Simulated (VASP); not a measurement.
These are AM05 GGA, VASP's PBE PAW potentials (set 64) (plane waves; VASP 6.6.1) values and carry that method's errors.

VASP ran on this input.

### INCAR
```
# general
SYSTEM   =  Mo
PREC     =  Accurate
ENCUT    =  520
LREAL    =  F
LASPH    =  T

# electronic loop
EDIFF    =  1E-6
NELM     =  100
ALGO     =  Normal
LMAXMIX  =  4

# smearing
ISMEAR   =  1
SIGMA    =  0.1

# functional
GGA      =  AM

# ions
IBRION   =  2
NSW      =  60
ISIF     =  3
EDIFFG   =  -0.01

# output
LWAVE    =  F
LCHARG   =  F
```

File POSCAR:
```
Mo
1
   -1.5750000000     1.5750000000     1.5750000000
    1.5750000000    -1.5750000000     1.5750000000
    1.5750000000     1.5750000000    -1.5750000000
Mo
1
Direct
  0.0000000000   0.0000000000   0.0000000000
```

### KPOINTS
```
Automatic mesh
0
Gamma
15 15 15
0 0 0
```

POTCAR, in this order: Mo_sv (PBE.64 set). Program: vasp_std.

Energy and stress use the plane-wave basis of the starting cell.

What does the run give for the energy per atom (σ→0), volume per atom, band gap (on the k-mesh)?

The energy per atom (σ→0) is -11.529 eV/atom, the band gap (on the k-mesh) is none (metal, semimetal or under 0.01 eV) and the volume per atom is 15.30 Å³/atom.

OSZICAR:
```
...
DAV:   6    -0.115292195888E+02    0.21150E-06   -0.33946E-06  2797   0.213E-02
   3 F= -.11529220E+02 E0= -.11529123E+02  d E =-.599343E-02
       N       E                     dE             d eps       ncg     rms          rms(c)
DAV:   1    -0.115292565492E+02   -0.36749E-04   -0.83498E-04  2775   0.415E-01    0.659E-02
DAV:   2    -0.115292251585E+02    0.31391E-04   -0.65127E-05  2739   0.103E-01    0.109E-02
DAV:   3    -0.115292228737E+02    0.22848E-05   -0.98533E-06  2879   0.395E-02    0.105E-02
DAV:   4    -0.115292234863E+02   -0.61267E-06   -0.16748E-07  1470   0.495E-03
   4 F= -.11529223E+02 E0= -.11529126E+02  d E =-.599733E-02
```

The compound is Mo in the bcc structure. This run relaxes it. Symmetry was kept, so distortions that lower it aren't found.
